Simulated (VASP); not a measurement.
Computed with MS2 meta-GGA, VASP's PBE PAW potentials (set 64) (plane waves; VASP).

The input files of a VASP run:

**POSCAR**
```
CuAu
1.0
  2.8000000000   0.0000000000   0.0000000000
  0.0000000000   2.8000000000   0.0000000000
  0.0000000000   0.0000000000   3.6700000000
Cu Au
1 1
Cart
  0.0000000000   0.0000000000   0.0000000000
  1.4000000000   1.4000000000   1.8350000000
```

KPOINTS:
```
Automatic mesh
0
Gamma
12 12 9
0 0 0
```

INCAR:
```
SYSTEM = CuAu
PREC = Accurate; ENCUT = 520; LREAL = .FALSE.
LASPH = .TRUE.
EDIFF = 1E-6; NELM = 100; ALGO = Normal
LMAXMIX = 6; LMIXTAU = .TRUE.
ISMEAR = 1; SIGMA = 0.1
METAGGA = MS2
IBRION = 2; NSW = 60; ISIF = 3
EDIFFG = -0.01
LWAVE = .FALSE.; LCHARG = .FALSE.
```

POTCAR, in this order: Cu Au (PBE.64 set). Program: vasp_std.

Output of the run:

OSZICAR:
```
       N       E                     dE             d eps       ncg     rms          rms(c)
DAV:   1     0.121097303299E+03    0.12110E+03   -0.10734E+04  4368   0.196E+03
DAV:   2    -0.108134666201E+02   -0.13191E+03   -0.12623E+03  4382   0.321E+02
DAV:   3    -0.151627981288E+02   -0.43493E+01   -0.42583E+01  5290   0.667E+01
DAV:   4    -0.152021879602E+02   -0.39390E-01   -0.39381E-01  4791   0.543E+00
DAV:   5    -0.152029467280E+02   -0.75877E-03   -0.75872E-03  6290   0.801E-01    0.226E+01
DAV:   6     0.451445689155E+01    0.19717E+02   -0.96772E+01  4738   0.262E+02    0.135E+01
DAV:   7     0.955907620782E+01    0.50446E+01   -0.18295E+01  5460   0.144E+02    0.535E+00
DAV:   8     0.970599284720E+01    0.14692E+00   -0.10820E+00  5762   0.219E+01    0.254E+00
DAV:   9     0.972282900916E+01    0.16836E-01   -0.64877E-02  5761   0.677E+00    0.122E+00
DAV:  10     0.970940247815E+01   -0.13427E-01   -0.15074E-01  6310   0.107E+01    0.124E+00
DAV:  11     0.971308858333E+01    0.36861E-02   -0.57696E-03  6386   0.207E+00    0.107E+00
DAV:  12     0.971885424600E+01    0.57657E-02   -0.20085E-02  6357   0.423E+00    0.320E-01
DAV:  13     0.971939353685E+01    0.53929E-03   -0.87616E-03  6515   0.204E+00    0.164E-01
DAV:  14     0.971947761418E+01    0.84077E-04   -0.69946E-04  5927   0.393E-01    0.469E-02
DAV:  15     0.971940778232E+01   -0.69832E-04   -0.61046E-05  5948   0.154E-01    0.922E-02
DAV:  16     0.971949361410E+01    0.85832E-04   -0.26684E-04  6345   0.493E-01    0.454E-03
DAV:  17     0.971949223690E+01   -0.13772E-05   -0.15353E-05  6374   0.511E-02    0.948E-03
DAV:  18     0.971949391230E+01    0.16754E-05   -0.62817E-07  2429   0.252E-02    0.411E-03
DAV:  19     0.971949827566E+01    0.43634E-05   -0.64834E-07  2331   0.275E-02    0.885E-04
DAV:  20     0.971949870785E+01    0.43219E-06   -0.29363E-07  2282   0.681E-03
   1 F= 0.97194987E+01 E0= 0.97199240E+01  d E =0.971950E+01
       N       E                     dE             d eps       ncg     rms          rms(c)
DAV:   1     0.893187243063E+01   -0.78763E+00   -0.12734E+01  4208   0.794E+01    0.790E+00
DAV:   2     0.907793934958E+01    0.14607E+00   -0.96067E+00  4267   0.981E+01    0.527E+00
DAV:   3     0.972153910178E+01    0.64360E+00   -0.27344E+00  4980   0.884E+01    0.153E+00
DAV:   4     0.972026540389E+01   -0.12737E-02   -0.13994E-01  4488   0.358E+00    0.100E+00
DAV:   5     0.972871888785E+01    0.84535E-02   -0.15078E-02  6290   0.389E+00    0.224E-01
DAV:   6     0.972634842299E+01   -0.23705E-02   -0.13990E-02  6116   0.172E+00    0.381E-01
DAV:   7     0.972655574157E+01    0.20732E-03   -0.83203E-03  6318   0.284E+00    0.100E-01
DAV:   8     0.972655634653E+01    0.60496E-06   -0.16682E-03  6104   0.147E+00    0.111E-01
DAV:   9     0.972658711722E+01    0.30771E-04   -0.31060E-04  5939   0.641E-01    0.163E-02
DAV:  10     0.972659013216E+01    0.30149E-05   -0.17182E-05  6486   0.735E-02    0.242E-03
DAV:  11     0.972658901427E+01   -0.11179E-05   -0.63559E-07  2492   0.129E-02    0.163E-03
DAV:  12     0.972659109672E+01    0.20824E-05   -0.25535E-07  2303   0.853E-03    0.177E-03
DAV:  13     0.972659071424E+01   -0.38248E-06   -0.15875E-07  2226   0.997E-03
   2 F= 0.97265907E+01 E0= 0.97268507E+01  d E =0.709201E-02
       N       E                     dE             d eps       ncg     rms          rms(c)
DAV:   1     0.943404283364E+01   -0.29255E+00   -0.49452E+00  4232   0.520E+01    0.416E+00
DAV:   2     0.957354077622E+01    0.13950E+00   -0.21586E+00  4230   0.539E+01    0.273E+00
DAV:   3     0.968785698358E+01    0.11432E+00   -0.95150E-01  4434   0.322E+01    0.179E+00
DAV:   4     0.970718183315E+01    0.19325E-01   -0.45066E-02  5700   0.815E+00    0.777E-01
DAV:   5     0.971273223996E+01    0.55504E-02   -0.13677E-02  6322   0.305E+00    0.231E-01
DAV:   6     0.971286216883E+01    0.12993E-03   -0.69253E-03  5693   0.109E+00    0.143E-01
DAV:   7     0.971282192749E+01   -0.40241E-04   -0.90448E-04  6209   0.653E-01    0.246E-02
DAV:   8     0.971281121291E+01   -0.10715E-04   -0.23146E-05  6223   0.906E-02    0.150E-02
DAV:   9     0.971282132768E+01    0.10115E-04   -0.26717E-05  5243   0.878E-02    0.339E-03
DAV:  10     0.971281236506E+01   -0.89626E-05   -0.16198E-06  3765   0.199E-02    0.145E-03
DAV:  11     0.971281175040E+01   -0.61466E-06   -0.21163E-07  2184   0.779E-03
   3 F= 0.97128118E+01 E0= 0.97132336E+01  d E =-.668696E-02
       N       E                     dE             d eps       ncg     rms          rms(c)
DAV:   1     0.970966643148E+01   -0.31459E-02   -0.49573E-02  4216   0.509E+00    0.453E-01
DAV:   2     0.971117222406E+01    0.15058E-02   -0.29325E-02  4229   0.584E+00    0.374E-01
DAV:   3     0.971282474027E+01    0.16525E-02   -0.12178E-02  4496   0.429E+00    0.164E-01
DAV:   4     0.971290449133E+01    0.79751E-04   -0.42890E-04  6206   0.608E-01    0.738E-02
DAV:   5     0.971286380067E+01   -0.40691E-04   -0.84930E-05  6337   0.179E-01    0.290E-02
DAV:   6     0.971283443148E+01   -0.29369E-04   -0.14010E-04  6118   0.200E-01    0.290E-02
DAV:   7     0.971284862416E+01    0.14193E-04   -0.34675E-05  6122   0.119E-01    0.162E-03
DAV:   8     0.971284920320E+01    0.57904E-06   -0.57041E-07  2184   0.910E-03
   4 F= 0.97128492E+01 E0= 0.97132627E+01  d E =-.664950E-02
```

OUTCAR:
```
------------------------ aborting loop because EDIFF is reached ----------------------------------------
  FORCE on cell =-STRESS in cart. coord.  units (eV):
  Direction    XX          YY          ZZ          XY          YZ          ZX
  --------------------------------------------------------------------------------------
  Total        0.0046269      0.0046269     -0.0038748      0.0000000     -0.0000000      0.0000000
  in kB        0.2636953      0.2636953     -0.2208330      0.0000000     -0.0000000      0.0000000
  external PRESSURE =       0.1021859 kB  Pullay stress =       0.0000000 kB
  volume of cell :       28.11
      direct lattice vectors                 reciprocal lattice vectors
     2.779000054  0.000000000  0.000000000     0.359841663 -0.000000000  0.000000000
     0.000000000  2.779000054  0.000000000    -0.000000000  0.359841663  0.000000000
    -0.000000000 -0.000000000  3.640149065    -0.000000000 -0.000000000  0.274714025
 POSITION                                       TOTAL-FORCE (eV/Angst)
 -----------------------------------------------------------------------------------
      0.00000      0.00000      0.00000        -0.000000     -0.000000      0.000000
      1.38950      1.38950      1.82007         0.000000      0.000000      0.000000
 -----------------------------------------------------------------------------------
    total drift:                                0.000000      0.000000     -0.000000
  FREE ENERGIE OF THE ION-ELECTRON SYSTEM (eV)
  ---------------------------------------------------
  free  energy   TOTEN  =         9.7128492032 eV

  energy  without entropy=        9.7140895665  energy(sigma->0) =        9.71326266

 reached required accuracy - stopping structural energy minimisation
```
(Selected blocks of OUTCAR.)

**CONTCAR**
```
CuAu
   1.00000000000000
     2.7790000538370503    0.0000000000000000    0.0000000000000000
     0.0000000000000000    2.7790000538370503    0.0000000000000000
    -0.0000000000000000   -0.0000000000000000    3.6401490645020660
  Cu              Au
     1     1
Direct
     0.0000000000000000    0.0000000000000000    0.0000000000000000
     0.5000000000000000    0.5000000000000000    0.5000000000000000
```

OUTCAR:
```
 val. band max:        8.9796640483   @ k =   0.5000   0.0000   0.0000

 cond. band min:       9.0013373641   @ k =   0.5000   0.3333   0.0000


 Fermi energy:         8.9809732505

 k-point     1 :       0.0000    0.0000    0.0000
  band No.  band energies     occupation
      1      -1.1789      2.00000
      2       2.1121      2.00000
      3       2.2420      2.00000
      4       4.8421      2.00000
      5       4.8421      2.00000
      6       5.9306      2.00000
      7       6.0912      2.00000
      8       6.7830      2.00000
      9       7.3177      2.00000
     10       7.5952      2.00000
     11       7.5952      2.00000
     12      11.0500      0.00000
     13      17.5153      0.00000
     14      19.2319      0.00000
     15      19.2319      0.00000

 k-point     2 :       0.0833    0.0000    0.0000
  band No.  band energies     occupation
      1      -1.0109      2.00000
      2       2.1959      2.00000
      3       2.3418      2.00000
      4       4.7347      2.00000
      5       4.8821      2.00000
      6       5.8546      2.00000
      7       6.1183      2.00000
      8       6.7753      2.00000
      9       7.2433      2.00000
     10       7.3208      2.00000
     11       7.5590      2.00000
     12      11.5542      0.00000
     13      17.2391      0.00000
     14      18.4470      0.00000
     15      19.5243      0.00000

 k-point     3 :       0.1667    0.0000    0.0000
  band No.  band energies     occupation
      1      -0.5290      2.00000
      2       2.3708      2.00000
      3       2.6926      2.00000
      4       4.4337      2.00000
      5       4.9981      2.00000
      6       5.6413      2.00000
      7       6.1699      2.00000
      8       6.7796      2.00000
      9       6.8225      2.00000
     10       7.0650      2.00000
     11       7.4535      2.00000
     12      12.7332      0.00000
     13      15.6507      0.00000
     14      17.9479      0.00000
     15      20.3511      0.00000
...
```

Energy and stress use the plane-wave basis of the starting cell. Unless said otherwise, spin-orbit coupling is left out, though it shifts the bands of the heavy elements here.

The compound is CuAu in the L1_0 structure. This run relaxes it. Symmetry was kept, so distortions that lower it aren't found.
